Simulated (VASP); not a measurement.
Method: PBEsol GGA, VASP's PBE PAW potentials (set 64) (plane waves; VASP 6.6.1).

VASP ran on this input.

**KPOINTS**
```
Automatic mesh
0
Gamma
8 8 8
0 0 0
```

### INCAR
```
SYSTEM = Ni3Al
PREC = Accurate
ENCUT = 530
EDIFF = 1E-7
NELM = 100
ALGO = Normal
LREAL = .FALSE.
LASPH = .TRUE.
ISMEAR = 1
SIGMA = 0.1
GGA = PS
LMAXMIX = 4
ISPIN = 2
MAGMOM = -0.0 0.2 0.2 0.2
LORBIT = 10
LWAVE = .FALSE.
LCHARG = .FALSE.
IBRION = 6
ISIF = 3
NFREE = 2
POTIM = 0.015
NSW = 1
```

### POSCAR
```
Ni3Al
1.0
  3.5185715320   0.0000000000   0.0000000000
  0.0000000000   3.5185715320   0.0000000000
  0.0000000000   0.0000000000   3.5185715320
Al Ni
1 3
Direct
  0.0000000000   0.0000000000   0.0000000000
  0.0000000000   0.5000000000   0.5000000000
  0.5000000000   0.0000000000   0.5000000000
  0.5000000000   0.5000000000   0.0000000000
```

POTCAR, in this order: Al Ni (PBE.64 set). Program: vasp_std.

The resulting files:

**OSZICAR**
```
...
DAV:   9    -0.242834180845E+02   -0.19402E-03   -0.14006E-05 17896   0.641E-02    0.746E-03
DAV:  10    -0.242834107971E+02    0.72874E-05   -0.12908E-06 16440   0.178E-02    0.224E-03
DAV:  11    -0.242834190597E+02   -0.82626E-05   -0.13658E-07  8208   0.812E-03    0.765E-04
DAV:  12    -0.242834240128E+02   -0.49530E-05   -0.41817E-08  7460   0.327E-03    0.365E-04
DAV:  13    -0.242834245139E+02   -0.50109E-06   -0.10434E-08  7376   0.122E-03    0.155E-04
DAV:  14    -0.242834252537E+02   -0.73986E-06   -0.29895E-09  7196   0.929E-04    0.686E-05
DAV:  15    -0.242834254532E+02   -0.19944E-06   -0.14552E-09  7144   0.510E-04    0.442E-05
DAV:  16    -0.242834254719E+02   -0.18706E-07   -0.66371E-10  7088   0.373E-04
  12 F= -.24283425E+02 E0= -.24282852E+02  d E =-.172052E-02  mag=     0.6989
       N       E                     dE             d eps       ncg     rms          rms(c)
DAV:   1    -0.243760718338E+02   -0.92646E-01   -0.16488E+00 15628   0.109E+01    0.212E+00
DAV:   2    -0.243083428182E+02    0.67729E-01   -0.59127E-02 17652   0.532E+00    0.110E+00
DAV:   3    -0.242840545648E+02    0.24288E-01   -0.38823E-02 19096   0.303E+00    0.300E-01
DAV:   4    -0.242842543030E+02   -0.19974E-03   -0.85171E-03 18584   0.266E+00    0.302E-01
DAV:   5    -0.242835970962E+02    0.65721E-03   -0.27465E-03 17036   0.190E+00    0.104E-01
DAV:   6    -0.242834428434E+02    0.15425E-03   -0.45706E-04 17420   0.492E-01    0.491E-02
DAV:   7    -0.242834230882E+02    0.19755E-04   -0.75320E-05 17944   0.133E-01    0.269E-02
DAV:   8    -0.242834302968E+02   -0.72086E-05   -0.33828E-05 19332   0.211E-01    0.317E-02
DAV:   9    -0.242834252390E+02    0.50578E-05   -0.17387E-05 18572   0.164E-01    0.100E-02
DAV:  10    -0.242834255407E+02   -0.30166E-06   -0.16019E-06 16980   0.178E-02    0.263E-03
DAV:  11    -0.242834255308E+02    0.98512E-08   -0.94566E-08  8024   0.518E-03
  13 F= -.24283426E+02 E0= -.24282852E+02  d E =-.172054E-02  mag=     0.6989
       N       E                     dE             d eps       ncg     rms          rms(c)
DAV:   1    -0.242901637066E+02   -0.67382E-02   -0.71122E-01  6680   0.753E+00    0.842E-01
DAV:   2    -0.242845743183E+02    0.55894E-02   -0.14544E-02  7712   0.224E+00    0.528E-01
DAV:   3    -0.242905822096E+02   -0.60079E-02   -0.29104E-02  9288   0.597E+00    0.996E-01
DAV:   4    -0.242852203634E+02    0.53618E-02   -0.19891E-02  8612   0.539E+00    0.869E-02
DAV:   5    -0.242866381629E+02   -0.14178E-02   -0.23969E-03  6380   0.582E-01    0.707E-02
DAV:   6    -0.242868796181E+02   -0.24146E-03   -0.15982E-04  7380   0.186E-01    0.321E-02
DAV:   7    -0.242867389997E+02    0.14062E-03   -0.20386E-05  8744   0.929E-02    0.828E-03
DAV:   8    -0.242868041093E+02   -0.65110E-04   -0.25349E-06  7344   0.240E-02    0.442E-03
DAV:   9    -0.242868199478E+02   -0.15839E-04   -0.25261E-07  5072   0.808E-03    0.209E-03
DAV:  10    -0.242868188614E+02    0.10864E-05   -0.46737E-08  3424   0.397E-03    0.516E-04
DAV:  11    -0.242868238783E+02   -0.50170E-05   -0.12633E-08  3324   0.179E-03    0.283E-04
DAV:  12    -0.242868239360E+02   -0.57671E-07   -0.42658E-09  3272   0.969E-04
  14 F= -.24286824E+02 E0= -.24286225E+02  d E =-.179785E-02  mag=     0.7004
       N       E                     dE             d eps       ncg     rms          rms(c)
DAV:   1    -0.242872089858E+02   -0.38511E-03   -0.85338E-02  6104   0.175E+00    0.110E-01
DAV:   2    -0.242868986223E+02    0.31036E-03   -0.31038E-03  6952   0.524E-01    0.502E-02
DAV:   3    -0.242868226134E+02    0.76009E-04   -0.39251E-04  6432   0.138E-01    0.201E-02
DAV:   4    -0.242868248985E+02   -0.22851E-05   -0.25593E-05  7756   0.719E-02    0.130E-02
DAV:   5    -0.242868251371E+02   -0.23864E-06   -0.68470E-06  8524   0.947E-02    0.118E-02
DAV:   6    -0.242868246095E+02    0.52765E-06   -0.18364E-06  8456   0.494E-02    0.228E-03
DAV:   7    -0.242868246158E+02   -0.62942E-08   -0.19004E-07  3900   0.608E-03
  15 F= -.24286825E+02 E0= -.24286225E+02  d E =-.179752E-02  mag=     0.7004
       N       E                     dE             d eps       ncg     rms          rms(c)
DAV:   1    -0.242861754135E+02    0.64920E-03   -0.10197E+00  6016   0.688E+00    0.152E-01
DAV:   2    -0.242869454528E+02   -0.77004E-03   -0.11204E-02  6956   0.151E+00    0.128E-01
DAV:   3    -0.242870352983E+02   -0.89845E-04   -0.14342E-03  8168   0.130E+00    0.167E-01
DAV:   4    -0.242867769756E+02    0.25832E-03   -0.62859E-04  8596   0.898E-01    0.554E-02
DAV:   5    -0.242867644049E+02    0.12571E-04   -0.14795E-04  7204   0.200E-01    0.201E-02
DAV:   6    -0.242867615413E+02    0.28636E-05   -0.17273E-05  7468   0.957E-02    0.934E-03
DAV:   7    -0.242867614161E+02    0.12513E-06   -0.21191E-06  7112   0.194E-02    0.396E-03
DAV:   8    -0.242867613311E+02    0.85066E-07   -0.39227E-07  6040   0.136E-02
  16 F= -.24286761E+02 E0= -.24286162E+02  d E =-.179948E-02  mag=     0.7004
       N       E                     dE             d eps       ncg     rms          rms(c)
DAV:   1    -0.242846763121E+02    0.20851E-02   -0.28332E+00  6000   0.115E+01    0.276E-01
DAV:   2    -0.242874517799E+02   -0.27755E-02   -0.31475E-02  6736   0.270E+00    0.284E-01
DAV:   3    -0.242872084999E+02    0.24328E-03   -0.34683E-03  7408   0.198E+00    0.189E-01
DAV:   4    -0.242869086684E+02    0.29983E-03   -0.10937E-03  8124   0.952E-01    0.104E-01
DAV:   5    -0.242867522985E+02    0.15637E-03   -0.42394E-04  8556   0.376E-01    0.460E-02
DAV:   6    -0.242867631662E+02   -0.10868E-04   -0.31405E-05  8436   0.139E-01    0.108E-02
DAV:   7    -0.242867616035E+02    0.15628E-05   -0.67299E-06  7796   0.402E-02    0.568E-03
DAV:   8    -0.242867613084E+02    0.29503E-06   -0.13028E-06  7076   0.204E-02    0.188E-03
DAV:   9    -0.242867613276E+02   -0.19209E-07   -0.80358E-08  3496   0.435E-03
  17 F= -.24286761E+02 E0= -.24286162E+02  d E =-.179933E-02  mag=     0.7004
       N       E                     dE             d eps       ncg     rms          rms(c)
DAV:   1    -0.242854415456E+02    0.13198E-02   -0.19581E+00 10004   0.974E+00    0.198E-01
DAV:   2    -0.242871017319E+02   -0.16602E-02   -0.19243E-02 11028   0.203E+00    0.183E-01
DAV:   3    -0.242870302454E+02    0.71486E-04   -0.17046E-03 12632   0.135E+00    0.145E-01
DAV:   4    -0.242868497504E+02    0.18049E-03   -0.65255E-04 13552   0.829E-01    0.790E-02
DAV:   5    -0.242867315332E+02    0.11822E-03   -0.21894E-04 15108   0.314E-01    0.343E-02
DAV:   6    -0.242867326653E+02   -0.11321E-05   -0.22088E-05 14860   0.907E-02    0.795E-03
DAV:   7    -0.242867319341E+02    0.73114E-06   -0.31135E-06 12004   0.281E-02    0.334E-03
DAV:   8    -0.242867319100E+02    0.24109E-07   -0.17596E-06 13748   0.454E-02    0.716E-03
DAV:   9    -0.242867313727E+02    0.53731E-06   -0.99365E-07 12456   0.376E-02    0.141E-03
DAV:  10    -0.242867313478E+02    0.24881E-07   -0.13908E-07  5832   0.429E-03
  18 F= -.24286731E+02 E0= -.24286136E+02  d E =-.178493E-02  mag=     0.7000
       N       E                     dE             d eps       ncg     rms          rms(c)
DAV:   1    -0.242858899337E+02    0.84144E-03   -0.25245E+00 10000   0.109E+01    0.286E-01
DAV:   2    -0.242875114095E+02   -0.16215E-02   -0.22236E-02 11436   0.237E+00    0.274E-01
DAV:   3    -0.242873216180E+02    0.18979E-03   -0.36119E-03 12288   0.210E+00    0.217E-01
DAV:   4    -0.242869089410E+02    0.41268E-03   -0.14266E-03 13280   0.120E+00    0.112E-01
DAV:   5    -0.242867260765E+02    0.18286E-03   -0.44225E-04 14488   0.421E-01    0.456E-02
DAV:   6    -0.242867329529E+02   -0.68764E-05   -0.37895E-05 13768   0.146E-01    0.129E-02
DAV:   7    -0.242867331310E+02   -0.17808E-06   -0.11766E-05 13844   0.121E-01    0.146E-02
DAV:   8    -0.242867315781E+02    0.15529E-05   -0.61309E-06 13488   0.836E-02    0.536E-03
DAV:   9    -0.242867313750E+02    0.20313E-06   -0.13578E-06 12204   0.212E-02    0.163E-03
DAV:  10    -0.242867313815E+02   -0.65356E-08   -0.10351E-07  5604   0.452E-03
  19 F= -.24286731E+02 E0= -.24286136E+02  d E =-.178484E-02  mag=     0.7000
```

### OUTCAR
```
------------------------ aborting loop because EDIFF is reached ----------------------------------------
  FORCE on cell =-STRESS in cart. coord.  units (eV):
  Direction    XX          YY          ZZ          XY          YZ          ZX
  --------------------------------------------------------------------------------------
  Total        0.0553368      0.0545333      0.0552137      0.0000000      0.0000000      0.0000000
  in kB        2.0352873      2.0057322      2.0307573      0.0000000      0.0000000      0.0000000
  external PRESSURE =       2.0239256 kB  Pullay stress =       0.0000000 kB
  volume of cell :       43.56
      direct lattice vectors                 reciprocal lattice vectors
     3.518571532  0.000000000  0.000000000     0.284206244  0.000000000  0.000000000
     0.000000000  3.518571532  0.000000000     0.000000000  0.284206244  0.000000000
     0.000000000  0.000000000  3.518571532     0.000000000  0.000000000  0.284206244
 POSITION                                       TOTAL-FORCE (eV/Angst)
 -----------------------------------------------------------------------------------
      0.00000      0.00000      0.00000         0.000000     -0.067134      0.000000
      0.00000      1.74429      1.75929         0.000000      0.140311      0.000000
      1.75929      0.00000      1.75929         0.000000     -0.071284      0.000000
      1.75929      1.75929      0.00000         0.000000     -0.001893      0.000000
 -----------------------------------------------------------------------------------
    total drift:                                0.000020      0.000049     -0.000008
  FREE ENERGIE OF THE ION-ELECTRON SYSTEM (eV)
  ---------------------------------------------------
  free  energy   TOTEN  =       -24.2867313815 eV

  energy  without entropy=      -24.2849465419  energy(sigma->0) =      -24.28613643

   1 f  =   10.293035 THz    64.673045 2PiTHz  343.338681 cm-1    42.568552 meV
             X         Y         Z           dx          dy          dz
      0.000000  0.000000  0.000000    -0.705727    0.148522    0.311393
      0.000000  1.759286  1.759286    -0.234455   -0.075013   -0.157274
      1.759286  0.000000  1.759286     0.356438    0.049342   -0.157274
      1.759286  1.759286  0.000000     0.356438   -0.075013    0.103450

   2 f  =   10.293035 THz    64.673045 2PiTHz  343.338681 cm-1    42.568552 meV
             X         Y         Z           dx          dy          dz
      0.000000  0.000000  0.000000     0.063068    0.752613   -0.216034
      0.000000  1.759286  1.759286     0.020952   -0.380118    0.109111
      1.759286  0.000000  1.759286    -0.031853    0.250032    0.109111
      1.759286  1.759286  0.000000    -0.031853   -0.380118   -0.071770

   3 f  =   10.293035 THz    64.673045 2PiTHz  343.338681 cm-1    42.568552 meV
             X         Y         Z           dx          dy          dz
      0.000000  0.000000  0.000000     0.339186    0.169083    0.688069
      0.000000  1.759286  1.759286     0.112684   -0.085398   -0.347519
      1.759286  0.000000  1.759286    -0.171311    0.056173   -0.347519
      1.759286  1.759286  0.000000    -0.171311   -0.085398    0.228589

   4 f  =    6.901370 THz    43.362585 2PiTHz  230.204916 cm-1    28.541759 meV
             X         Y         Z           dx          dy          dz
      0.000000  0.000000  0.000000    -0.035794   -0.031491   -0.497802
      0.000000  1.759286  1.759286     0.057389   -0.014570   -0.230316
      1.759286  0.000000  1.759286    -0.016561    0.050490   -0.230316
      1.759286  1.759286  0.000000    -0.016561   -0.014570    0.798131

   5 f  =    6.901370 THz    43.362585 2PiTHz  230.204916 cm-1    28.541759 meV
             X         Y         Z           dx          dy          dz
      0.000000  0.000000  0.000000    -0.404657   -0.289969    0.047440
      0.000000  1.759286  1.759286     0.648791   -0.134158    0.021949
      1.759286  0.000000  1.759286    -0.187221    0.464910    0.021949
      1.759286  1.759286  0.000000    -0.187221   -0.134158   -0.076061

   6 f  =    6.901370 THz    43.362585 2PiTHz  230.204916 cm-1    28.541759 meV
             X         Y         Z           dx          dy          dz
      0.000000  0.000000  0.000000    -0.291635    0.406210   -0.004727
      0.000000  1.759286  1.759286     0.467582    0.187939   -0.002187
      1.759286  0.000000  1.759286    -0.134929   -0.651280   -0.002187
      1.759286  1.759286  0.000000    -0.134929    0.187939    0.007579

   7 f  =    6.283862 THz    39.482671 2PiTHz  209.607082 cm-1    25.987954 meV
             X         Y         Z           dx          dy          dz
      0.000000  0.000000  0.000000     0.000000   -0.000000   -0.000000
      0.000000  1.759286  1.759286    -0.000000    0.158224    0.564697
      1.759286  0.000000  1.759286    -0.395072    0.000000   -0.564697
      1.759286  1.759286  0.000000     0.395072   -0.158224    0.000000

   8 f  =    6.283862 THz    39.482671 2PiTHz  209.607082 cm-1    25.987954 meV
             X         Y         Z           dx          dy          dz
      0.000000  0.000000  0.000000    -0.000000   -0.000000    0.000000
      0.000000  1.759286  1.759286     0.000000    0.411526   -0.402565
      1.759286  0.000000  1.759286    -0.410594    0.000000    0.402565
      1.759286  1.759286  0.000000     0.410594   -0.411526    0.000000

   9 f  =    6.283862 THz    39.482671 2PiTHz  209.607082 cm-1    25.987954 meV
             X         Y         Z           dx          dy          dz
      0.000000  0.000000  0.000000     0.000000    0.000000    0.000000
      0.000000  1.759286  1.759286    -0.000000    0.552822    0.138051
      1.759286  0.000000  1.759286     0.418724   -0.000000   -0.138051
      1.759286  1.759286  0.000000    -0.418724   -0.552822   -0.000000

  10 f/i=    0.000509 THz     0.003201 2PiTHz    0.016992 cm-1     0.002107 meV
             X         Y         Z           dx          dy          dz
      0.000000  0.000000  0.000000     0.286604    0.195586    0.111578
      0.000000  1.759286  1.759286     0.422752    0.288508    0.164588
      1.759286  0.000000  1.759286     0.422767    0.288498    0.164588
      1.759286  1.759286  0.000000     0.422767    0.288508    0.164582

  11 f/i=    0.000509 THz     0.003201 2PiTHz    0.016992 cm-1     0.002107 meV
             X         Y         Z           dx          dy          dz
      0.000000  0.000000  0.000000    -0.096866   -0.055950    0.346889
      0.000000  1.759286  1.759286    -0.142881   -0.082531    0.511694
      1.759286  0.000000  1.759286    -0.142886   -0.082528    0.511694
      1.759286  1.759286  0.000000    -0.142886   -0.082531    0.511676

  12 f/i=    0.000509 THz     0.003201 2PiTHz    0.016992 cm-1     0.002107 meV
             X         Y         Z           dx          dy          dz
      0.000000  0.000000  0.000000    -0.203275    0.302425   -0.007985
      0.000000  1.759286  1.759286    -0.299839    0.446105   -0.011778
      1.759286  0.000000  1.759286    -0.299849    0.446090   -0.011778
      1.759286  1.759286  0.000000    -0.299849    0.446105   -0.011778

...
```
(Selected blocks of OUTCAR.)

The compound is Ni3Al in the L1_2 structure. It was relaxed first.
